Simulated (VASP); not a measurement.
Method: PW91 GGA, VASP's PBE PAW potentials (set 64) (plane waves; VASP 6.6.1).

VASP ran on this input.

File KPOINTS:
```
Regular mesh
0
Gamma
 13 13 4
0 0 0
```

### POSCAR
```
C
1.0
  1.2334835983  -2.1364557657   0.0000000000
  1.2334835983   2.1364557657   0.0000000000
  0.0000000000   0.0000000000   7.9320904173
C
4
Cart
  0.0000000000   0.0000000000   1.9830226043
  0.0000000000   0.0000000000   5.9490678130
  1.2334835983   0.7121533462   1.9830226043
  1.2334835983  -0.7121533462   5.9490678130
```

### INCAR
```
NSW = 60   ! most ionic steps
ISIF = 3   ! ions, shape and volume
LASPH = T   ! aspherical one-centre terms
PREC = Accurate
EDIFF = 1E-6   ! SCF stop (eV)
ISMEAR = 1   ! Methfessel-Paxton
GGA = 91   ! PW91
EDIFFG = -0.02   ! ionic stop
LWAVE = F
LCHARG = F
LREAL = F   ! projection in real space or not
SYSTEM = C
IBRION = 2   ! conjugate gradients
ALGO = Normal
SIGMA = 0.1   ! width (eV)
NELM = 100
ENCUT = 520
```

POTCAR, in this order: C (PBE.64 set). Program: vasp_std.

Q: What will the output report for the number of irreducible k-points (NKPTS), largest plane-wave count, number of space-group operations, FFT grid (NGX, NGY, NGZ)?

A: 
The number of irreducible k-points (NKPTS) is 63 and the largest plane-wave count is 1151. The number of space-group operations is 24. The FFT grid (NGX, NGY, NGZ) is 18 × 18 × 60.

The compound is C in the graphite structure. This run relaxes it. Symmetry was kept, so distortions that lower it aren't found. The start is the result of an earlier pass.
